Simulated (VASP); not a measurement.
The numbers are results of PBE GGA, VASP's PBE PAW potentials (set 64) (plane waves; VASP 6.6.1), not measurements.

VASP input:

**POSCAR**
```
KI
1.0
  0.0000000000   2.8114515001   2.8114515001
  2.8114515001   0.0000000000   2.8114515001
  2.8114515001   2.8114515001   0.0000000000
K I
1 1
direct
  0.0000000000   0.0000000000   0.0000000000
  0.5000000000   0.5000000000   0.5000000000
```

### INCAR
```
SYSTEM = KI
PREC = Accurate
ENCUT = 500
EDIFF = 1E-6
NELM = 100
ALGO = Normal
LREAL = .FALSE.
LASPH = .TRUE.
ISMEAR = 0
SIGMA = 0.05
GGA = PE
LMAXMIX = 4
LWAVE = .FALSE.
LCHARG = .FALSE.
IBRION = 2
ISIF = 3
NSW = 40
EDIFFG = -0.02
PSTRESS = 450
```

**KPOINTS**
```
Automatic mesh
0
Gamma
8 8 8
0 0 0
```

POTCAR, in this order: K_sv I (PBE.64 set). Program: vasp_std.

Question: What will the output report for the number of irreducible k-points (NKPTS), largest plane-wave count, number of space-group operations, FFT grid (NGX, NGY, NGZ)?

Answer: 
```yaml
number of irreducible k-points (NKPTS): 29
largest_plane_wave_count: 1158
number_of_space_group_operations: 48
FFT grid (NGX, NGY, NGZ): 30 × 30 × 30
```

The compound is KI in the rock salt structure. It was relaxed first under an external pressure of 45 GPa.
